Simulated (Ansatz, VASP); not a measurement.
## Cross-check of Se (Selenium) between VASP and Ansatz

One calculation is typed for both programs; each brings its own data sets and cutoff. How far apart do they land? The cell is taken from a series of VASP runs on this material, whose earlier steps may have relaxed, scaled or displaced it; both programs get it as it stands.

Calculated with Ansatz 0.2.0; plane waves, with VASP 6.6.1 beside it; band structure at PBE0.

**1. The starting structure**

The structure is trigonal, space group P3_121 (No. 152). Conventional cell: a = 4.366 Å, b = 4.366 Å, c = 4.954 Å, α = 90.00°, β = 90.00°, γ = 120.00°. Se has 2 Se at 2.37 Å nearest.

**2. VASP: band structure, PBE0**

The same path points are solved in both programs, so levels can be compared one by one.

Lines of VASP's logs that name or quote its potential files are left out, and so is its time.

The run reads the wave functions of an earlier VASP run, which isn't shown here.

INCAR

```
SYSTEM = Se
PREC = Accurate
ENCUT = 350
EDIFF = 1E-06
NELM = 100
ISMEAR = 0
SIGMA = 0.03
LREAL = .FALSE.
ALGO = Normal
LHFCALC = .TRUE.
AEXX = 0.25
GGA = PE
LASPH = .TRUE.
NBANDS = 15
PRECFOCK = Fast
HFRCUT = -1
LORBIT = 11
LWAVE = .FALSE.
LCHARG = .FALSE.
KPAR = 4
```

POSCAR

```
Se
1.0
    4.3662000000      0.0000000000      0.0000000000
   -2.1831000000      3.7812401180      0.0000000000
    0.0000000000      0.0000000000      4.9536000000
Se
3
Direct
    0.7746000000      0.7746000000      0.0000000000
    0.0000000000      0.2254000000      0.6666666667
    0.2254000000      0.0000000000      0.3333333333
```

KPOINTS

```
Automatic mesh
0
Gamma
4 4 3
0 0 0
```

KPOINTS_OPT

```
Line mode
10
Line-mode
Reciprocal
  0.00000000   0.00000000   0.00000000 GAMMA
  0.50000000   0.00000000   0.00000000 M

  0.50000000   0.00000000   0.00000000 M
  0.33333333   0.33333333   0.00000000 K

  0.33333333   0.33333333   0.00000000 K
  0.00000000   0.00000000   0.00000000 GAMMA

  0.00000000   0.00000000   0.00000000 GAMMA
  0.00000000   0.00000000   0.50000000 A

  0.00000000   0.00000000   0.50000000 A
  0.50000000   0.00000000   0.50000000 L

  0.50000000   0.00000000   0.50000000 L
  0.33333333   0.33333333   0.50000000 H

  0.33333333   0.33333333   0.50000000 H
  0.00000000   0.00000000   0.50000000 A

  0.50000000   0.00000000   0.50000000 L
  0.50000000   0.00000000   0.00000000 M

  0.33333333   0.33333333   0.00000000 K
  0.33333333   0.33333333   0.50000000 H
```

Potentials, in the order of the species: Se (PBE family, release 64).

Launch:

```sh
mpirun -np 4 vasp_std
```

Numbers of over 12 decimals in the logs are rounded to 6 here.

The program printed:

```text
[banner, memory and clock lines left out]
running    4 mpi-ranks, on    1 nodes
 distrk:  each k-point on    1 cores,    4 groups
 distr:  one band on    1 cores,    1 groups

 POSCAR found type information on POSCAR Se
 POSCAR found :  1 types and       3 ions
 LDA part: xc-table for (Slater+PW92), standard interpolation
 found WAVECAR, reading the header
 POSCAR, INCAR and KPOINTS ok, starting setup
 FFT: planning ... GRIDC
 FFT: planning ... GRID_SOFT
 FFT: planning ... GRID
 HFRCUT set to (new)   9.785969
 reading WAVECAR
 the WAVECAR file was read successfully
 initial charge from wavefunction
 entering main loop
       N       E                     dE             d eps       ncg     rms          rms(c)
DAV:   1    -0.147448807155E+02   -0.14745E+02   -0.11394E+00   270   0.720E+00    0.222E+00
DAV:   2    -0.147747770707E+02   -0.29896E-01   -0.58271E-02   354   0.131E+00    0.151E+00
DAV:   3    -0.147729797358E+02    0.17973E-02   -0.45174E-03   375   0.376E-01    0.882E-01
DAV:   4    -0.147718249901E+02    0.11547E-02   -0.96786E-04   375   0.209E-01    0.472E-01
DAV:   5    -0.147714482774E+02    0.37671E-03   -0.26495E-04   361   0.114E-01    0.259E-01
DAV:   6    -0.147713399611E+02    0.10832E-03   -0.82144E-05   354   0.630E-02    0.143E-01
DAV:   7    -0.147713134865E+02    0.26475E-04   -0.29215E-05   354   0.373E-02    0.792E-02
DAV:   8    -0.147713097183E+02    0.37682E-05   -0.10729E-05   361   0.228E-02    0.438E-02
DAV:   9    -0.147713110029E+02   -0.12846E-05   -0.38723E-06   375   0.139E-02    0.243E-02
DAV:  10    -0.147713126846E+02   -0.16817E-05   -0.13559E-06   289   0.856E-03    0.138E-02
DAV:  11    -0.147713138945E+02   -0.12099E-05   -0.64675E-07   282   0.622E-03    0.778E-03
DAV:  12    -0.147713146203E+02   -0.72580E-06   -0.24110E-07   240   0.383E-03
   1 F= -.14771315E+02 E0= -.14771315E+02  d E =-.412676E-15
 Start KPOINTS_OPT (optional k-point list driver)
k-point batch [1-9\90]
       N       E                     dE             ncg
DAV:   1     0.240308573812E+02   -0.15424E+04      270
DAV:   2    -0.735206769126E+03   -0.75924E+03      341
DAV:   3    -0.820900826737E+03   -0.85694E+02      305
DAV:   4    -0.822667843921E+03   -0.17670E+01      333
DAV:   5    -0.822682488352E+03   -0.14644E-01      333
DAV:   6    -0.822682626100E+03   -0.13775E-03      326
DAV:   7    -0.822682627679E+03   -0.15795E-05      273
DAV:   8    -0.822682627729E+03   -0.49201E-07      254
[...]
k-point batch [82-90\90]
       N       E                     dE             ncg
DAV:   1    -0.672678088052E+02   -0.43196E+04      270
DAV:   2    -0.776329351496E+03   -0.70906E+03      354
DAV:   3    -0.846096140805E+03   -0.69767E+02      298
DAV:   4    -0.847104704214E+03   -0.10086E+01      340
DAV:   5    -0.847112538636E+03   -0.78344E-02      347
DAV:   6    -0.847112601725E+03   -0.63089E-04      333
DAV:   7    -0.847112602403E+03   -0.67845E-06      254
```

OUTCAR, selected parts (step 2):

```text
ion  position               nearest neighbor table
   1  0.775  0.775  0.000-   2 2.37   3 2.37
   2  0.000  0.225  0.667-   1 2.37   3 2.37
   3  0.225  0.000  0.333-   1 2.37   2 2.37

  LATTYP: Found a hexagonal cell.
 ALAT       =     4.3662000000
 C/A-ratio  =     1.1345334616

 Subroutine GETGRP returns: Found  6 space group operations
 (whereof  2 operations were pure point group operations)

The static configuration has the point symmetry C_2 .
 The point group associated with its full space group is D_3 .

 Found      9 irreducible k-points:

   k-points           NKPTS =      9   k-points in BZ     NKDIM =     48   number of bands    NBANDS=     15

   dimension x,y,z NGX =    28 NGY =   28 NGZ =   30
   dimension x,y,z NGXF=    56 NGYF=   56 NGZF=   60

   ENCUT  =  350.0 eV  25.72 Ry    5.07 a.u.   6.66  6.66  7.56*2*pi/ulx,y,z

   NELECT =      18.0000    total number of electrons

 k-points in reciprocal lattice and weights: Automatic mesh
   0.00000000  0.00000000  0.00000000       0.021
   0.25000000  0.00000000  0.00000000       0.125
   0.50000000  0.00000000  0.00000000       0.062
   0.25000000  0.25000000  0.00000000       0.125
   0.00000000  0.00000000  0.33333333       0.042
   0.25000000  0.00000000  0.33333333       0.125
   0.00000000  0.25000000  0.33333333       0.125
   0.50000000  0.00000000  0.33333333       0.125
   0.25000000  0.25000000  0.33333333       0.250

  exchange ACFDT corr.  =         0.00000000  see jH, gK, PRB 81, 115126

 average (electrostatic) potential at core
       1 -52.2013       2 -52.2013       3 -52.2013

 E-fermi :   1.6246

 k-point     1 :       0.0000    0.0000    0.0000
  band No.  band energies     occupation
    ...
      5      -2.2638      2.00000
      6      -2.2576      2.00000
      7      -0.5813      2.00000
      8      -0.5813      2.00000
      9       1.1948      2.00000
     10       5.2706      0.00000
     11       5.2706      0.00000
     12       5.5611      0.00000
     13       9.5657      0.00000
     14       9.8568      0.00000
    ...

 k-point     2 :       0.2500    0.0000    0.0000
  band No.  band energies     occupation
    ...
      5      -2.8815      2.00000
      6      -2.1246      2.00000
      7      -0.5081      2.00000
      8      -0.0189      2.00000
      9       0.8173      2.00000
     10       5.2135      0.00000
     11       5.3446      0.00000
     12       6.1976      0.00000
     13       9.3230      0.00000
     14       9.6638      0.00000
    ...

 k-point     3 :       0.5000    0.0000    0.0000
  band No.  band energies     occupation
    ...
      5      -3.2773      2.00000
      6      -2.0115      2.00000
      7      -1.3982      2.00000
      8      -0.1435      2.00000
      9       0.6189      2.00000
     10       5.2390      0.00000
     11       5.6754      0.00000
     12       7.6353      0.00000
     13       8.5943      0.00000
     14      11.1577      0.00000
    ...

  energy-cutoff  :      350.00
  volume of cell :       81.78
      direct lattice vectors                 reciprocal lattice vectors
     4.366200000  0.000000000  0.000000000     0.229032110  0.132231751  0.000000000
    -2.183100000  3.781240118  0.000000000     0.000000000  0.264463501  0.000000000
     0.000000000  0.000000000  4.953600000     0.000000000  0.000000000  0.201873385

 POSITION                                       TOTAL-FORCE (eV/Angst)
 -----------------------------------------------------------------------------------
      1.69103      2.92895      0.00000         0.123235      0.213450     -0.000000
     -0.49207      0.85229      3.30240         0.123235     -0.213450      0.000000
      0.98414      0.00000      1.65120        -0.246471     -0.000000      0.000000
 -----------------------------------------------------------------------------------
    total drift:                               -0.000000     -0.000001      0.000000

  FREE ENERGIE OF THE ION-ELECTRON SYSTEM (eV)
  ---------------------------------------------------
  free  energy   TOTEN  =       -14.7713146203 eV

  energy  without entropy=      -14.7713146203  energy(sigma->0) =      -14.77131462

 total charge
# of ion       s       p       d       tot
------------------------------------------
    1        1.522   2.210   0.059   3.791
    2        1.522   2.210   0.059   3.791
    3        1.522   2.210   0.059   3.791
--------------------------------------------------
tot          4.567   6.629   0.177  11.373

[... 3 further parts left out ...]
```

(Continued in part 2 of 2.)

[Lines on the potential files, build, host, timing and source positions are cut from VASP's logs without a mark.]

[Logs are printed without paths, hosts, clocks, repeated set-up lines and the standing remarks that a program may print on its own settings, such as how far it seeks lower states.]

[Hosts, paths, dates, database ids (printed as entryN), source tags and the programs' standing remarks are cut or masked in the printed files.]
